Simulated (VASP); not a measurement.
# SmCoAsO (P4/nmm) in VASP: reference runs

How does SmCoAsO come out in PBE? The cell is run as given.

Everything below comes from runs of VASP 6.6.1. Logs are shortened: lines on timing, memory, paths and dates and some standing lists are left out, and cuts for length are marked.

**1. Starting point**

Symmetry: P4/nmm, No. 129, tetragonal system. Conventional cell: a = 4.018 Å, b = 4.018 Å, c = 7.986 Å, α = 90.00°, β = 90.00°, γ = 90.00°. Sm (site symmetry 4mm) is surrounded by 4 O at 2.31 Å. As (site symmetry 4mm) has 4 Co at 2.30 Å as nearest neighbours. Co (site symmetry -4m2) has 4 As at 2.30 Å as nearest neighbours. O (site symmetry -4m2) has 4 Sm at 2.31 Å as nearest neighbours.

The cell is a database's computed one.

**2. Single point, PBE, collinear spin, ferromagnetic start**

Input file INCAR:

```
SYSTEM = SmCoAsO
PREC = Accurate
ENCUT = 520
EDIFF = 1E-7
ISMEAR = -1
SIGMA = 0.05
LREAL = .False.
LASPH = .True.
NELM = 150
ALGO = Normal
ISIF = 2
LWAVE = .False.
LCHARG = .False.
ISPIN = 2
MAGMOM = 5 5 0 0 2 2 0 0
LORBIT = 11
LMAXMIX = 6
GGA = PE
NBANDS = 50
```

Input file KPOINTS:

```
Automatic mesh
0
Gamma
  7 7 4
  0 0 0
```

Input file POSCAR:

```
SmCoAsO
1.0
    4.0178960000      0.0000000000      0.0000000000
    0.0000000000      4.0178960000      0.0000000000
    0.0000000000      0.0000000000      7.9859170000
Sm As Co O
2 2 2 2
Direct
    0.5000000000      0.0000000000      0.1428530000
    0.0000000000      0.5000000000      0.8571470000
    0.5000000000      0.0000000000      0.6398150000
    0.0000000000      0.5000000000      0.3601850000
    0.5000000000      0.5000000000      0.5000000000
    0.0000000000      0.0000000000      0.5000000000
    0.5000000000      0.5000000000      0.0000000000
    0.0000000000      0.0000000000      0.0000000000
```

Potentials or basis: VASP PAW PBE potentials, release 64 (Sm, As, Co, O).

Started as:

```
> cat potpaw_PBE.64/Sm/POTCAR potpaw_PBE.64/As/POTCAR potpaw_PBE.64/Co/POTCAR potpaw_PBE.64/O/POTCAR > POTCAR
> mpirun -np 1 vasp_std > vasp.out
```

OUTCAR:

```text
SYSTEM = SmCoAsO
   PREC = Accurate
   ENCUT = 520
   EDIFF = 1E-7
   ISMEAR = -1
   LREAL = .False.
   LASPH = .True.
   NELM = 150
   ISIF = 2
   ISPIN = 2
   LORBIT = 11
   GGA = PE

 ion  position               nearest neighbor table
   1  0.500  0.000  0.143-   7 2.31   8 2.31   7 2.31   8 2.31
   2  0.000  0.500  0.857-   7 2.31   8 2.31   8 2.31   7 2.31
   3  0.500  0.000  0.640-   5 2.30   6 2.30   5 2.30   6 2.30
   4  0.000  0.500  0.360-   5 2.30   6 2.30   6 2.30   5 2.30
   5  0.500  0.500  0.500-   3 2.30   4 2.30   3 2.30   4 2.30   6 2.84   6 2.84   6 2.84   6 2.84

   6  0.000  0.000  0.500-   3 2.30   4 2.30   4 2.30   3 2.30   5 2.84   5 2.84   5 2.84   5 2.84

   7  0.500  0.500  0.000-   1 2.31   2 2.31   1 2.31   2 2.31
   8  0.000  0.000  0.000-   1 2.31   2 2.31   2 2.31   1 2.31

  LATTYP: Found a simple tetragonal cell.
 ALAT       =     4.0178960000
 C/A-ratio  =     1.9875867867

  Lattice vectors:

 A1 = (   4.0178960000,   0.0000000000,   0.0000000000)
 A2 = (   0.0000000000,   4.0178960000,   0.0000000000)
 A3 = (   0.0000000000,   0.0000000000,   7.9859170000)

Analysis of symmetry for initial positions (statically):
=====================================================================
 Subroutine PRICEL returns:
 Original cell was already a primitive cell.

 Routine SETGRP: Setting up the symmetry group for a
 simple tetragonal supercell.

 Subroutine GETGRP returns: Found 16 space group operations
 (whereof  8 operations were pure point group operations)
 out of a pool of 16 trial point group operations.

The static configuration has the point symmetry D_2d.
 The point group associated with its full space group is D_4h.

Analysis of symmetry for dynamics (positions and initial velocities):
=====================================================================
 Subroutine PRICEL returns:
 Original cell was already a primitive cell.

 Routine SETGRP: Setting up the symmetry group for a
 simple tetragonal supercell.

 Subroutine GETGRP returns: Found 16 space group operations
 (whereof  8 operations were pure point group operations)
 out of a pool of 16 trial point group operations.

The dynamic configuration has the point symmetry D_2d.
 The point group associated with its full space group is D_4h.

Analysis of structural, dynamic, and magnetic symmetry:
=====================================================================
 Subroutine PRICEL returns:
 Original cell was already a primitive cell.

 Routine SETGRP: Setting up the symmetry group for a
 simple tetragonal supercell.

 Subroutine GETGRP returns: Found 16 space group operations
 (whereof  8 operations were pure point group operations)
 out of a pool of 16 trial point group operations.

The overall configuration has the point symmetry D_2d.
 The point group associated with its full space group is D_4h.

 Subroutine INISYM returns: Found 16 space group operations
 (whereof  8 operations are pure point group operations),
 and found     1 'primitive' translations

----------------------------------------------------------------------------------------

                                     Primitive cell

  volume of cell :     128.9206

  direct lattice vectors                    reciprocal lattice vectors
     4.017896000  0.000000000  0.000000000     0.248886482  0.000000000  0.000000000
     0.000000000  4.017896000  0.000000000     0.000000000  0.248886482  0.000000000
     0.000000000  0.000000000  7.985917000     0.000000000  0.000000000  0.125220435

  length of vectors
     4.017896000  4.017896000  7.985917000     0.248886482  0.248886482  0.125220435

  position of ions in fractional coordinates (direct lattice)
     0.500000000  0.000000000  0.142853000
     0.000000000  0.500000000  0.857147000
     0.500000000  0.000000000  0.639815000
     0.000000000  0.500000000  0.360185000
     0.500000000  0.500000000  0.500000000
     0.000000000  0.000000000  0.500000000
     0.500000000  0.500000000  0.000000000
     0.000000000  0.000000000  0.000000000

  ion indices of the primitive-cell ions
   primitive index   ion index
                 1           1
                 2           2
                 3           3
                 4           4
                 5           5
                 6           6
                 7           7
                 8           8

----------------------------------------------------------------------------------------

 KPOINTS: Automatic mesh

Automatic generation of k-mesh.
 Grid dimensions read from file:
 generate k-points for:    7    7    4

 Generating k-lattice:

  Cartesian coordinates                     Fractional coordinates (reciprocal lattice)
     0.035555212  0.000000000  0.000000000     0.142857143  0.000000000  0.000000000
     0.000000000  0.035555212  0.000000000     0.000000000  0.142857143  0.000000000
     0.000000000  0.000000000  0.031305109     0.000000000  0.000000000  0.250000000

  Length of vectors
     0.035555212  0.035555212  0.031305109

  Shift w.r.t. Gamma in fractional coordinates (k-lattice)
     0.000000000  0.000000000  0.000000000

 Subroutine IBZKPT returns following result:
 ===========================================

 Found     30 irreducible k-points:

 Following reciprocal coordinates:
            Coordinates               Weight
  0.000000  0.000000  0.000000      1.000000
  0.142857  0.000000  0.000000      4.000000
  0.285714  0.000000  0.000000      4.000000
  0.428571  0.000000  0.000000      4.000000
  0.142857  0.142857  0.000000      4.000000
  0.285714  0.142857  0.000000      8.000000
[... 16 lines left out ...]
  0.285714  0.000000  0.500000      4.000000
  0.428571  0.000000  0.500000      4.000000
 [... further k-points ...]
   k-points           NKPTS =     30   k-points in BZ     NKDIM =     30   number of bands    NBANDS=     50
   number of dos      NEDOS =    301   number of ions     NIONS =      8
   total plane-waves  NPLWV =  54000
   dimension x,y,z NGX =    30 NGY =   30 NGZ =   60
   dimension x,y,z NGXF=    60 NGYF=   60 NGZF=  120
   ions per type =               2   2   2   2
   NGX,Y,Z   is equivalent  to a cutoff of  12.41, 12.41, 12.49 a.u.
   NGXF,Y,Z  is equivalent  to a cutoff of  24.83, 24.83, 24.98 a.u.
 SYSTEM =  SmCoAsO
   PREC   = accura    normal or accurate (medium, high low for compatibility)
   ISTART =      0    job   : 0-new  1-cont  2-samecut
   ICHARG =      2    charge: 1-file 2-atom 10-const
   ISPIN  =      2    spin polarized calculation?
   LNONCOLLINEAR =      F non collinear calculations
   LSORBIT =      F    spin-orbit coupling
   LASPH  =      T    aspherical Exc in radial PAW
   ENCUT  =  520.0 eV  38.22 Ry    6.18 a.u.   7.47  7.47 14.85*2*pi/ulx,y,z
   NELM   =    150;   NELMIN=  2; NELMDL= -5     # of ELM steps
   EDIFF  = 0.1E-06   stopping-criterion for ELM
   LREAL  =      F    real-space projection
   EDIFFG = 0.1E-05   stopping-criterion for IOM
   NSW    =      0    number of steps for IOM
   IBRION =     -1    ionic relax: 0-MD 1-quasi-New 2-CG
   NFREE  =      0    steps in history (QN), initial steepest desc. (CG)
   ISIF   =      2    stress and relaxation
   ISYM   =      2    0-nonsym 1-usesym 2-fastsym
   POTIM  = 0.5000    time-step for ionic-motion
   TEBEG  =    0.0;   TEEND  =   0.0 temperature during run
   PSTRESS=    0.0 pullay stress
   NELECT =      72.0000    total number of electrons
   NUPDOWN=      -1.0000    fix difference up-down
   EMIN   =  10.00;   EMAX   =-10.00  energy-range for DOS
   EFERMI =   0.00;   METHOD = LEGACY
   ISMEAR =    -1;   SIGMA  =   0.05  broadening in eV -4-tet -1-fermi 0-gaus
   EFERMI_NEDOS =   21; number of points for ismear=-14 and -15
   IALGO  =     38    algorithm
   IMIX   =      4    mixing-type and parameters
     AMIX     =   0.40;   BMIX     =  1.00
     AMIX_MAG =   1.60;   BMIX_MAG =  1.00
  volume/ion in A,a.u.               =      16.12       108.75
  Fermi-wavevector in a.u.,A,eV,Ry     =   1.348171  2.547674 24.729469  1.817565
  Thomas-Fermi vector in A             =   2.475862
   LORBIT       =     11    0 simple, 1 ext, 2 COOP (PROOUT), +10 PAW based schemes
   GGA     = PE    functional components
   LHFCALC =     F    Hartree Fock is set to
   AEXX    =    0.0000 exact exchange contribution
   IVDW    =     0    specifies the selected vdW correction
   LEPSILON=     F    determine dielectric tensor
   LRPA    =     F    only Hartree local field effects (RPA)
 spin polarized calculation
  energy-cutoff  :      520.00
  volume of cell :      128.92
 maximum number of plane-waves:      3510
 NGX is ok and might be reduce to    30
   NGX = 15   NGY = 15   NGZ = 29

 number of electron      71.9999976 magnetization      10.0077943

 number of electron      71.9999977 magnetization       9.7544316

 Free energy of the ion-electron system (eV)
  ---------------------------------------------------
  ext. energy  EPLUGINS =         0.00000000
  ---------------------------------------------------
  free energy    TOTEN  =       -65.37107012 eV

  energy without entropy =      -65.24011644  energy(sigma->0) =      -65.30559328

 E-fermi :   5.4282     XC(G=0): -11.1557

 val. band max:        5.4272366223   @ k =   0.4286   0.0000   0.2500
 cond. band min:       5.4288573527   @ k =   0.2857   0.0000   0.0000
 fundamental gap:      0.0016207305
 Fermi energy:         5.4282288969

 spin component 1

 k-point     1 :       0.0000    0.0000    0.0000
  band No.  band energies     occupation
      1     -34.0676      1.00000
      2     -33.9797      1.00000
      3     -14.9031      1.00000
      4     -13.6687      1.00000
      5     -13.6687      1.00000
      6     -13.4402      1.00000
[... 40 lines left out ...]
     47       7.9382      0.00000
     48       7.9382      0.00000
[... 1171 lines left out ...]
     47       7.0449      0.00000
     48       7.0930      0.00000

 [... further k-points ...]

 spin component 2

 k-point     1 :       0.0000    0.0000    0.0000
  band No.  band energies     occupation
      1     -31.6857      1.00000
      2     -31.5705      1.00000
      3     -14.0928      1.00000
      4     -12.1248      1.00000
      5     -12.0117      1.00000
      6     -12.0117      1.00000
[... 40 lines left out ...]
     47       9.1874      0.00000
     48       9.2672      0.00000
[... 1171 lines left out ...]
     47       9.2231      0.00000
     48       9.2555      0.00000

 [... further k-points ...]

 [bands above 48 left out]

------------------------ aborting loop because EDIFF is reached ----------------------------------------

  FORCE on cell =-STRESS in cart. coord.  units (eV):
  Direction    XX          YY          ZZ          XY          YZ          ZX
  --------------------------------------------------------------------------------------
  -------------------------------------------------------------------------------------
  Total        0.6114391      0.6114391      3.3518828      0.0000000      0.0000000      0.0000000
  in kB        7.5987406      7.5987406     41.6559677      0.0000000      0.0000000      0.0000000
  external PRESSURE =      18.9511497 kB  Pullay stress =       0.0000000 kB

 VOLUME and BASIS-vectors are now :
 -----------------------------------------------------------------------------
  energy-cutoff  :      520.00
  volume of cell :      128.92
      direct lattice vectors                 reciprocal lattice vectors
     4.017896000  0.000000000  0.000000000     0.248886482  0.000000000  0.000000000
     0.000000000  4.017896000  0.000000000     0.000000000  0.248886482  0.000000000
     0.000000000  0.000000000  7.985917000     0.000000000  0.000000000  0.125220435

 POSITION                                       TOTAL-FORCE (eV/Angst)
 -----------------------------------------------------------------------------------
      2.00895      0.00000      1.14081        -0.000000      0.000000     -0.327550
      0.00000      2.00895      6.84510         0.000000      0.000000      0.327550
      2.00895      0.00000      5.10951        -0.000000      0.000000      0.635439
      0.00000      2.00895      2.87641         0.000000      0.000000     -0.635439
      2.00895      2.00895      3.99296         0.000000      0.000000     -0.000000
      0.00000      0.00000      3.99296        -0.000000      0.000000     -0.000000
      2.00895      2.00895      0.00000         0.000000     -0.000000     -0.000000
      0.00000      0.00000      0.00000         0.000000      0.000000     -0.000000
 -----------------------------------------------------------------------------------
    total drift:                                0.000000      0.000000     -0.000000

  FREE ENERGIE OF THE ION-ELECTRON SYSTEM (eV)
  ---------------------------------------------------
  free  energy   TOTEN  =       -65.3710701219 eV

  energy  without entropy=      -65.2401164360  energy(sigma->0) =      -65.30559328

 total charge

# of ion       s       p       d       f       tot
--------------------------------------------------
    1        2.029   5.680   0.515   5.342  13.566
    2        2.029   5.680   0.515   5.342  13.566
    3        1.222   1.555   0.083   0.000   2.859
    4        1.222   1.555   0.083   0.000   2.859
    5        0.432   0.478   7.484   0.000   8.395
    6        0.432   0.478   7.484   0.000   8.395
    7        1.568   3.455   0.000   0.000   5.023
    8        1.568   3.455   0.000   0.000   5.023
--------------------------------------------------
tot         10.502  22.336  16.164  10.684  59.686

 magnetization (x)

# of ion       s       p       d       f       tot
--------------------------------------------------
    1       -0.018  -0.093   0.062   5.194   5.145
    2       -0.018  -0.093   0.062   5.194   5.145
    3       -0.005  -0.010   0.005   0.000  -0.010
    4       -0.005  -0.010   0.005   0.000  -0.010
    5       -0.014   0.004  -0.416   0.000  -0.426
    6       -0.014   0.004  -0.416   0.000  -0.426
    7       -0.004  -0.098   0.000   0.000  -0.102
    8       -0.004  -0.098   0.000   0.000  -0.102
--------------------------------------------------
tot         -0.083  -0.392  -0.699  10.388   9.214
```

It took 54 min on 1 thread of Intel Xeon Platinum 8488C (Sapphire Rapids), shared host; peak memory 0.51 GiB.

Results:

| Item | Value |
| --- | --- |
| Free energy | -65.3711 eV |
| Pressure | 1.9 GPa |
| Largest force | 0.635 eV/Å |
| Band gap on the k mesh | none (metal or under the smearing width) |
| Net moment | 9.75 μB per cell |
| Site moments | Sm +5.14; As -0.01; Co -0.43; O -0.10 μB |
| Valence electrons inside the program's atomic spheres | Sm 13.57; As 2.86; Co 8.39; O 5.02 |

Forces on the atoms (eV/Å):
```
Sm   0.000  0.000 -0.328
Sm   0.000  0.000  0.328
As   0.000  0.000  0.635
As   0.000  0.000 -0.635
Co   0.000  0.000  0.000
Co   0.000  0.000  0.000
O    0.000  0.000  0.000
O    0.000  0.000  0.000
```

Stress tensor (GPa, compression positive):
```
0.76 0.00 0.00
0.00 0.76 0.00
0.00 0.00 4.17
```

Caveat: the magnetic or orbital state may not be the lowest; spin-orbit coupling is left out, which moves the levels of the heavy elements; without U or exact exchange the open f shell lies at the Fermi level, which spoils levels, moments and volumes. With open d or f shells a metallic result of PBE can be an artefact of self-interaction; +U or a hybrid may open a gap.
